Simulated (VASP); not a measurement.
VASP runs on ZnS (space group P6_3mc) share one base input (PBE GGA, plane waves, VASP's PBE PAW potentials (set 64)) and change the settings named in each case.

POSCAR:
```
ZnS
1.0
  3.8644300000   0.0000000000   0.0000000000
 -1.9322150000   3.3466950000   0.0000000000
  0.0000000000   0.0000000000  31.6095360000
Zn S
10 10
direct
  0.6666670000   0.3333330000   0.2000000000
  0.3333330000   0.6666670000   0.7000000000
  0.0000000000   0.0000000000   0.8000000000
  0.0000000000   0.0000000000   0.3000000000
  0.6666670000   0.3333330000   0.9000000000
  0.3333330000   0.6666670000   0.4000000000
  0.3333330000   0.6666670000   0.1001000000
  0.6666670000   0.3333330000   0.6001000000
  0.0000000000   0.0000000000   0.0001000000
  0.0000000000   0.0000000000   0.5001000000
  0.6666670000   0.3333330000   0.2749000000
  0.3333330000   0.6666670000   0.7749000000
  0.0000000000   0.0000000000   0.0750000000
  0.0000000000   0.0000000000   0.5750000000
  0.6666670000   0.3333330000   0.6750000000
  0.3333330000   0.6666670000   0.1750000000
  0.0000000000   0.0000000000   0.8749000000
  0.0000000000   0.0000000000   0.3749000000
  0.3333330000   0.6666670000   0.4751000000
  0.6666670000   0.3333330000   0.9751000000
```

**INCAR**
```
ALGO=Normal
EDIFF=1E-6
ENCUT=300
GGA=PE
ISIF=2
ISMEAR=0
LASPH=.True.
LCHARG=.False.
LMAXMIX=4
LREAL=Auto
LWAVE=.False.
NELM=100
PREC=Accurate
SIGMA=0.01
SYSTEM=ZnS
```

### KPOINTS
```
kpoints
0
G
  10 10 1
0 0 0
```

POTCAR, in this order: Zn S (PBE.64 set). Program: vasp_std.

```csv
change,E(σ→0) (eV/atom),pressure (GPa),gap on the mesh (eV),−TS (eV)
base run,-3.4241,-1.00,1.96,0.0000
"EDIFF = 1E-09, ENCUT = 420, KPOINTS 14×14×2 Γ-centred mesh",-3.4251,-0.95,1.97,0.0000
"ENCUT = 150, GGA removed, SIGMA = 0.2, KPOINTS 2×2×2 Γ-centred mesh, POTCAR Zn S (LDA.64 set)",-0.2389,-235.04,1.45,0.0000
"ENCUT = 150, ISMEAR = 1, SIGMA = 0.272, KPOINTS 4×4×4 Γ-centred mesh",0.0325,-226.06,1.78,0.0179
"EDIFF = 1E-03, ENCUT = 180, KPOINTS 1×1×1 Γ-centred mesh",0.2121,-53.77,-,0.0000
"ENCUT = 150, KPOINTS 8×8×8 Γ-centred mesh shifted by (0.5, 0.5, 0.5)",0.0679,-227.52,2.12,0.0000
"EDIFF = 1E-03, ENCUT = 240, ISMEAR = -1, SIGMA = 0.136, KPOINTS 2×2×2 Γ-centred mesh",-3.1091,-4.75,1.89,-0.0021
```
 Energies of different potentials or functionals have different zeros.  At 300 eV the pressure can carry a Pulay error.

Left out are runs that ran out of time, are held back, or changed the cell or the kind of run, fixed moments of cells without a moment, rows past the twelfth, gaps on odd meshes, pressures of charged cells and columns that move by less than the noise.

The structure comes from a computed database's ZnS entry; how it stands against other phases isn't given here. The cell was not relaxed at this level, its lattice was scaled by up to 2.5 %.
